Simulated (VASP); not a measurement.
Input:

```
CELL_PARAMETERS angstrom
      5.01589     0.00000     0.00000
      0.00000     5.01589     0.00000
      0.00000     0.00000     6.97626
ATOMIC_POSITIONS crystal
  Si 0.69915 0.69915 0.50000
  Si 0.80085 0.19915 0.75000
  Si 0.30085 0.30085 0.00000
  Si 0.19915 0.80085 0.25000
  O  0.89339 0.76136 0.31962
  O  0.73864 0.39339 0.56962
  O  0.10661 0.23864 0.81962
  O  0.26136 0.60661 0.06962
  O  0.39339 0.73864 0.43038
  O  0.23864 0.10661 0.18038
  O  0.60661 0.26136 0.93038
  O  0.76136 0.89339 0.68038
```

Level of theory: PBEsol GGA, VASP's PBE PAW potentials (set 64) (plane waves; VASP). Settings: 520 eV cut-off, Gaussian smearing of 0.050 eV, potentials Si O.

### Question
Give the energies of bands 21 to 34 at the high-symmetry points, in eV from the valence-band maximum.

### Answer

```json
[
 {"band": "21", "Γ": "-2.27", "X": "-2.19", "M": "-2.48", "Z": "-2.06", "R": "-2.21", "A": "-2.23"},
 {"band": "22", "Γ": "-1.99", "X": "-2.19", "M": "-2.48", "Z": "-2.06", "R": "-2.21", "A": "-2.23"},
 {"band": "23", "Γ": "-1.79", "X": "-1.99", "M": "-2.27", "Z": "-1.89", "R": "-1.94", "A": "-2.23"},
 {"band": "24", "Γ": "-1.75", "X": "-1.99", "M": "-2.27", "Z": "-1.89", "R": "-1.94", "A": "-2.23"},
 {"band": "25", "Γ": "-1.75", "X": "-1.58", "M": "-1.33", "Z": "-1.89", "R": "-1.70", "A": "-1.33"},
 {"band": "26", "Γ": "-1.29", "X": "-1.58", "M": "-1.33", "Z": "-1.89", "R": "-1.70", "A": "-1.33"},
 {"band": "27", "Γ": "-1.29", "X": "-1.00", "M": "-1.31", "Z": "-0.82", "R": "-0.99", "A": "-1.33"},
 {"band": "28", "Γ": "-1.24", "X": "-1.00", "M": "-1.31", "Z": "-0.82", "R": "-0.99", "A": "-1.33"},
 {"band": "29", "Γ": "-0.68", "X": "-0.64", "M": "-0.59", "Z": "-0.53", "R": "-0.92", "A": "-0.62"},
 {"band": "30", "Γ": "-0.30", "X": "-0.64", "M": "-0.59", "Z": "-0.53", "R": "-0.92", "A": "-0.62"},
 {"band": "31", "Γ": "-0.30", "X": "-0.49", "M": "-0.54", "Z": "-0.39", "R": "-0.18", "A": "-0.62"},
 {"band": "32", "Γ": "0.00", "X": "-0.49", "M": "-0.54", "Z": "-0.39", "R": "-0.18", "A": "-0.62"},
 {"band": "33", "Γ": "5.56", "X": "7.58", "M": "8.54", "Z": "6.80", "R": "7.82", "A": "9.04"},
 {"band": "34", "Γ": "8.63", "X": "7.58", "M": "8.54", "Z": "6.80", "R": "7.82", "A": "9.04"}
]
```

The gap is direct, 5.56 eV, from the valence maximum at Γ to the conduction minimum at Γ.

The structure comes from a computed database's SiO2 entry (P4_12_12), a phase known from measurement. It was relaxed first.
